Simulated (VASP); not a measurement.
# Te2Mo in VASP: a series of runs, part 2 of 2

VASP 6.6.1. Earlier steps stand in the parts before.

### Step 3. Band structure, HSE06

The input, POSCAR:

```
Te2Mo                                   
1.0
    3.5025290828      0.0000000000      0.0000000000
   -1.7512645414      3.0332791676      0.0000000000
    0.0000000000      0.0000000000     21.6051888000
  Te              Mo            
     2     1
Direct
     0.3333333300000021    0.6666666699999979    0.4158430858469302
     0.3333333300000021    0.6666666699999979    0.5841569141530698
     0.6666666699999979    0.3333333300000021    0.5000000000000000
```

The input, INCAR.step1:

```
PREC = Accurate
ENCUT = 520
EDIFF = 1E-5
ISMEAR = 0
SIGMA = 0.03
LREAL = False
LASPH = True
NELM = 80
ALGO = Normal
ISIF = 2
LWAVE = True
LCHARG = False
LMAXMIX = 4
LDIPOL = True
IDIPOL = 3
DIPOL = 0.5 0.5 0.500
NBANDS = 20
LVHAR = True
LVACPOTAV = True
KPAR = 8
GGA = PE
```

The input, INCAR.step2:

```
PREC = Accurate
ENCUT = 520
EDIFF = 1E-6
ISMEAR = 0
SIGMA = 0.03
LREAL = False
LASPH = True
NELM = 80
ALGO = Normal
ISIF = 2
LWAVE = False
LCHARG = False
LMAXMIX = 4
LDIPOL = True
IDIPOL = 3
DIPOL = 0.5 0.5 0.500
GGA = PE
LHFCALC = True
HFSCREEN = 0.2
PRECFOCK = Fast
NBANDS = 20
LVHAR = True
LVACPOTAV = True
KPAR = 8
ISTART = 1
```

The input, KPOINTS:

```
Automatic mesh
0
Gamma
  9 9 1
```

The input, KPOINTS_OPT:

```
explicit points
3
Reciprocal
 0.0000000000  0.0000000000  0.0000000000 1
 0.5000000000  0.0000000000  0.0000000000 1
 0.3333333300  0.3333333300  0.0000000000 1
```

Potentials or basis: VASP PAW PBE potentials, release 64 (Te, Mo_sv).

Started as:

```
cat potpaw_PBE.64/Te/POTCAR potpaw_PBE.64/Mo_sv/POTCAR > POTCAR
cp INCAR.step1 INCAR
mpirun -np 8 vasp_std > vasp.out
cp INCAR.step2 INCAR
mpirun -np 8 vasp_std > vasp.out
```

It took 8 min on 8 MPI ranks of Intel Xeon Platinum 8559C (Emerald Rapids), shared host; peak memory 0.57 GiB.

The run converged. Its results:

```yaml
Free_energy: -21.8787 eV
Largest_force: 0.434 eV/Å
Band_gap_on_the_k_mesh: 1.65 eV, direct
Band_gap_along_the_path: 1.65 eV, direct
Ionisation_potential_of_the_upper_face: 5.16 eV
```

Forces in eV/Å, atoms in the order of the input:
```
Te   0.000  0.000  0.434
Te   0.000  0.000 -0.434
Mo   0.000  0.000  0.000
```

Levels at points of the mesh, in eV from the valence-band top:
```tsv
k point	band 10	band 11	band 12	band 13	band 14	band 15	band 16	band 17
(0.00, 0.00, 0.00)	-1.92	-0.96	-0.96	-0.67	3.82	3.82	4.14	4.14
```

Caveat: the PAW data sets were made with another functional, which shifts forces and pressure a little; spin-orbit coupling is left out, which moves the levels of the heavy elements.

### Step 4. Band structure, PBE0

POSCAR is that of step 3.

INCAR.step1 is that of step 3.

Changes to INCAR.step2 since step 3:

```diff
@@ -18,4 +18,5 @@
 LHFCALC = True
-HFSCREEN = 0.2
+AEXX = 0.25
 PRECFOCK = Fast
+HFRCUT = -1
 NBANDS = 20
```

KPOINTS is that of step 3.

KPOINTS_OPT is that of step 3.

Potentials or basis: VASP PAW PBE potentials, release 64 (Te, Mo_sv).

Started as:

```
cat potpaw_PBE.64/Te/POTCAR potpaw_PBE.64/Mo_sv/POTCAR > POTCAR
cp INCAR.step1 INCAR
mpirun -np 8 vasp_std > vasp.out
cp INCAR.step2 INCAR
mpirun -np 8 vasp_std > vasp.out
```

OUTCAR:

```text
PREC = Accurate
   ENCUT = 520
   EDIFF = 1E-6
   ISMEAR = 0
   LREAL = False
   LASPH = True
   NELM = 80
   ISIF = 2
   GGA = PE
   LHFCALC = True
   AEXX = 0.25
   PRECFOCK = Fast
   ISTART = 1

 ion  position               nearest neighbor table
   1  0.333  0.667  0.416-   3 2.72   3 2.72   3 2.72   2 3.64
   2  0.333  0.667  0.584-   3 2.72   3 2.72   3 2.72   1 3.64
   3  0.667  0.333  0.500-   1 2.72   2 2.72   1 2.72   2 2.72   1 2.72   2 2.72

  LATTYP: Found a hexagonal cell.
 ALAT       =     3.5025290828
 C/A-ratio  =     6.1684537913

[... 468 lines left out ...]
  --------------------------------------------------------------------------------------
  -------------------------------------------------------------------------------------
  Total       -0.4638929     -0.4638929     -1.5944841      0.0000000      0.0000000      0.0000000
  in kB       -3.2379943     -3.2379943    -11.1295748      0.0000000      0.0000000      0.0000000
  external PRESSURE =      -5.8685212 kB  Pullay stress =       0.0000000 kB

 VOLUME and BASIS-vectors are now :
 -----------------------------------------------------------------------------
  energy-cutoff  :      520.00
  volume of cell :      229.54
      direct lattice vectors                 reciprocal lattice vectors
     3.502529083  0.000000000  0.000000000     0.285507979  0.164838108  0.000000000
    -1.751264541  3.033279168  0.000000000     0.000000000  0.329676217  0.000000000
     0.000000000  0.000000000 21.605188800     0.000000000  0.000000000  0.046285178

 POSITION                                       TOTAL-FORCE (eV/Angst)
 -----------------------------------------------------------------------------------
     -0.00000      2.02219      8.98437        -0.000000      0.000000      0.433711
     -0.00000      2.02219     12.62082        -0.000000      0.000000     -0.433711
      1.75126      1.01109     10.80259         0.000000      0.000000      0.000000
 -----------------------------------------------------------------------------------
    total drift:                               -0.000023      0.000013     -0.000000

  FREE ENERGIE OF THE ION-ELECTRON SYSTEM (eV)
  ---------------------------------------------------
  free  energy   TOTEN  =       -23.9914406084 eV

  energy  without entropy=      -23.9914406084  energy(sigma->0) =      -23.99144061

 vacuum level on the upper side and lower side of the slab         4.192         4.192
```

It took 6.4 min on 8 MPI ranks of Intel Xeon Platinum 8559C (Emerald Rapids), shared host; peak memory 0.47 GiB.

Results:

```
Free energy                            : -23.9914 eV
Largest force                          : 0.434 eV/Å
Band gap on the k mesh                 : 2.29 eV, direct
Band gap along the path                : 2.29 eV, direct
Ionisation potential of the upper face : 5.48 eV
```

Forces in eV/Å, atoms in the order of the input:
```
Te   0.000  0.000  0.434
Te   0.000  0.000 -0.434
Mo   0.000  0.000  0.000
```

Caveat: the PAW data sets were made with another functional, which shifts forces and pressure a little; spin-orbit coupling is left out, which moves the levels of the heavy elements.

### Step 5. Summary

```tsv
level	grid for exact exchange (PRECFOCK)	screening parameter	exchange at q = 0	gap on the mesh (eV)	largest force (eV/Å)
PBE+D3(BJ)	-	-	-	1.19	-
HSE06	Fast	0.2 1/A	-	1.65	0.43
PBE0	Fast	-	truncated	2.29	0.43
```

Alike in all rows: task band structure; potentials or basis VASP PAW PBE potentials, release 64 (Te, Mo_sv); no spin polarisation; cell as given; k mesh 9 × 9 × 1; cutoff (eV) 520; smearing gaussian 0.03 eV.

On the cell as given the gap runs from 1.19 eV (PBE+D3(BJ)) to 2.29 eV (PBE0).

Caveats: spin-orbit coupling is left out, which moves the levels of the heavy elements; the PAW data sets were made with another functional, which shifts forces and pressure a little (some runs).

Absolute energies hang on the potentials; compare differences alone.
